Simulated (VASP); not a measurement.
Input:

```
HfRh
1.0
    3.19804     0.00000     0.00000
    0.00000     3.19804     0.00000
    0.00000     0.00000     3.19804
Hf Rh
1 1
Direct
  0.00000   0.00000   0.00000
  0.50000   0.50000   0.50000
```

These are LDA (Ceperley-Alder, Perdew-Zunger), VASP's LDA PAW potentials (set 64) (plane waves; VASP) values and carry that method's errors. Settings: 400 eV cut-off, 10×10×10 Γ-centred mesh, first-order Methfessel-Paxton smearing of 0.10 eV, potentials Hf_pv Rh_pv.

Unless said otherwise, spin-orbit coupling is left out, though it shifts the bands of the heavy elements here.

Q: Estimate the energy per atom (σ→0), band gap (on the k-mesh) with the smallest direct gap where there is one.

A: 
- band gap (on the k-mesh) = none (metal, semimetal or under 0.01 eV)
- energy per atom (σ→0) = -10.537 eV/atom

The absolute energy has meaning only against runs of the same code, potentials and settings.

The structure comes from a computed database's HfRh entry (Pm-3m); how it stands against other phases isn't given here. It was relaxed first. The start is the result of an earlier pass. The electron count is odd and the run is not spin-polarised, which forces a metal.
